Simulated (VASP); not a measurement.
Be3CdTe4: relaxation of cell and atoms with PBE

The system is Be3CdTe4.

```
Be Cd Te
1.0
     6.26018    0.00000    0.00000
     0.00000    6.26018    0.00000
     0.00000    0.00000    6.26018
Be Cd Te
3 1 4
Cartesian
  0.0000 0.0000 3.1301
  0.0000 3.1301 0.0000
  3.1301 0.0000 0.0000
  0.0000 0.0000 0.0000
  1.3794 1.3794 1.3794
  1.3794 4.8808 4.8808
  4.8808 1.3794 4.8808
  4.8808 4.8808 1.3794
```

The cell was built by a generator and needn't be a form met in nature.

```yaml
Program: VASP 6.6.1
Task: relaxation of cell and atoms
Functional: PBE
Potentials_or_basis: VASP PAW PBE potentials, release 64 (Be, Cd, Te)
Cutoff: 520 eV
k_mesh: 3 × 3 × 3
Occupations: gaussian, width 0.15 eV
Spin: no spin polarisation
Further_INCAR_settings: PREC = Normal; ALGO = Fast; EDIFF = 0.0001; IBRION = 2; EDIFFG = -0.08; NSW = 24; ISIF = 3
```

| Item | Value |
| --- | --- |
| Relaxed volume | 24.97 Å³/atom |
| Relaxed cell | a = 5.845 Å, b = 5.845 Å, c = 5.845 Å, α = 90.00°, β = 90.00°, γ = 90.00° |
| Space group after relaxing (to 0.05 Å) | P-43m (No. 215) |
| Energy gained by relaxing | 614.9 meV/atom |
| Ionic steps | 10 |
| Pressure after relaxing | 0.0 GPa |
| Largest force after relaxing | 0.017 eV/Å |
| Band gap on the k mesh | 1.47 eV, direct |

Forces in eV/Å, atoms in the order of the input:
```
Be   0.000  0.000  0.000
Be   0.000  0.000  0.000
Be   0.000  0.000  0.000
Cd   0.000  0.000  0.000
Te  -0.010 -0.010 -0.010
Te  -0.010  0.010  0.010
Te   0.010 -0.010  0.010
Te   0.010  0.010 -0.010
```

Step by step:
| step | energy change (eV) | largest force (eV/Å) | pressure (GPa) | volume (Å³) |
| --- | --- | --- | --- | --- |
| 1 | 0.0000 | 6.3122 | 8.66 | 245.34 |
| 2 | -1.8283 | 0.7088 | -6.96 | 309.05 |
| 3 | -2.7812 | 1.0171 | -3.60 | 280.66 |
| 4 | -2.7830 | 1.0971 | -3.50 | 279.75 |
| 5 | -3.5355 | 1.0536 | -2.90 | 258.00 |
| 6 | -4.7859 | 0.9472 | 2.07 | 199.56 |
| 7 | -4.7795 | 0.8969 | 3.29 | 192.86 |
| 8 | -4.6563 | 1.1977 | -1.28 | 194.44 |
| 9 | -4.8982 | 0.0134 | 1.12 | 193.49 |
| 10 | -4.9190 | 0.0171 | 0.04 | 199.72 |

Final structure:
```
CELL_PARAMETERS angstrom
5.84532 0.00000 0.00000
0.00000 5.84532 0.00000
0.00000 0.00000 5.84532
ATOMIC_POSITIONS crystal
Be 0.00000 0.00000 0.50000
Be 0.00000 0.50000 0.00000
Be 0.50000 0.00000 0.00000
Cd 0.00000 0.00000 0.00000
Te 0.27106 0.27106 0.27106
Te 0.27106 0.72894 0.72894
Te 0.72894 0.27106 0.72894
Te 0.72894 0.72894 0.27106
```

Levels at points of the mesh, in eV from the valence-band top:
```csv
k point,band 17,band 18,band 19,band 20,band 21,band 22,band 23,band 24,band 25,band 26
"(0.00, 0.00, 0.00)",-2.38,-2.38,0.00,0.00,0.00,1.47,2.10,2.10,2.10,2.24
```

Run time: 52 s on 4 MPI ranks on Intel(R) Xeon(R) Platinum 8259CL CPU @ 2.50GHz (Skylake/Cascade Lake), on a shared host, peak memory 0.15 GiB a rank.

Caveat: the volume moved by over 15 % at a fixed basis, so the end points are rough; spin-orbit coupling is left out, which moves the levels of the heavy elements; the relaxation stopped at a loose force limit of 0.08 eV/Å, so its end isn't a converged minimum. A hybrid or GW would open this gap; PBE tends to underestimate it.
